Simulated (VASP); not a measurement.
Calculation: PBE GGA, VASP's PBE PAW potentials (set 64) (plane waves; VASP).

VASP input:

**KPOINTS**
```
Automatic mesh
0
Gamma
10 10 10
0 0 0
```

INCAR:
```
# general
SYSTEM = SiC
PREC   = Accurate
ENCUT  = 600
LREAL  = F
LASPH  = T

# electronic loop
EDIFF  = 1E-7
NELM   = 100
ALGO   = Normal

# smearing
ISMEAR = 0
SIGMA  = 0.05

# functional
GGA    = PE

# ions
ISIF   = 2

# output
LWAVE  = F
LCHARG = F
```

**POSCAR**
```
SiC
4.37940
  0.0000000000   0.4999999552   0.4999999552
  0.4999999552   0.0000000000   0.4999999552
  0.4999999552   0.4999999552   0.0000000000
Si C
1 1
Direct
  0.0000000000   0.0000000000   0.0000000000
  0.2500000000   0.2500000000   0.2500000000
```

POTCAR, in this order: Si C (PBE.64 set). Program: vasp_std.

Task: What does the run give for the energy per atom (σ→0), band gap (on the k-mesh)?

Result: 
```yaml
energy per atom (σ→0): -7.531 eV/atom
band gap (on the k-mesh): 1.37 eV
```

File OSZICAR:
```
...
DAV:   7    -0.150694444420E+02    0.49478E-01   -0.32317E-01  1144   0.407E+00    0.174E+00
DAV:   8    -0.150617741171E+02    0.76703E-02   -0.18588E-02   792   0.126E+00    0.164E-01
DAV:   9    -0.150620658641E+02   -0.29175E-03   -0.82668E-04  1208   0.246E-01    0.103E-01
DAV:  10    -0.150621780247E+02   -0.11216E-03   -0.21333E-04  1040   0.115E-01    0.221E-02
DAV:  11    -0.150621789673E+02   -0.94260E-06   -0.44057E-05   960   0.408E-02    0.562E-03
DAV:  12    -0.150621791163E+02   -0.14901E-06   -0.17307E-06   896   0.102E-02    0.139E-03
DAV:  13    -0.150621792076E+02   -0.91332E-07   -0.16138E-07   776   0.342E-03
   1 F= -.15062179E+02 E0= -.15062179E+02  d E =-.337778E-15
```

The compound is SiC in the zinc blende structure. It was relaxed first.
